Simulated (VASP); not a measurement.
## Cd3Se under changes of volume

One of the cells (25.863 Å³/atom); the others are scaled copies at fixed shape and fractional positions:

```
Cd Se
1.0
    -2.05447    2.05447    6.12739
     2.05447   -2.05447    6.12739
     2.05447    2.05447   -6.12739
Cd Se
3 1
Direct
  0.50000 0.50000 0.00000
  0.25000 0.75000 0.50000
  0.75000 0.25000 0.50000
  0.00000 0.00000 0.00000
```

The cell comes from a database or a generator and needn't be the stable form of this composition.

- Program: VASP 6.6.1
- Functional: PBE
- Potentials or basis: VASP PAW PBE potentials, release 64 (Cd, Se)
- Cutoff: 520 eV
- k mesh: 9 × 9 × 9
- Occupations: fermi-dirac, width 0.05 eV
- Spin: no spin polarisation

```tsv
volume (Å³/atom)	energy over the lowest point (meV/atom)	pressure (GPa)
23.834	?	?
24.341	3.11	1.5
24.849	0.00	0.5
25.863	1.68	-1.0
26.370	5.87	-1.6
26.877	11.92	-2.2
```

Question: What does the run at 23.834 Å³/atom give?

Answer: Energy over the lowest point 9.36 meV/atom; pressure 2.5 GPa.

Worked out: A Birch-Murnaghan fit of order 3 (a polynomial in V^(-2/3)) to the other rows has its minimum at 25.17 Å³/atom with B0 = V·E''(V) = 40 GPa and B' = 5.2 at fixed shape and positions, which overstates the stiffness. It gives 9.33 meV/atom at 23.834 Å³/atom, against the run's 9.36, and -dE/dV = 2.5 GPa, against 2.5.

Energies are extrapolated to zero smearing.
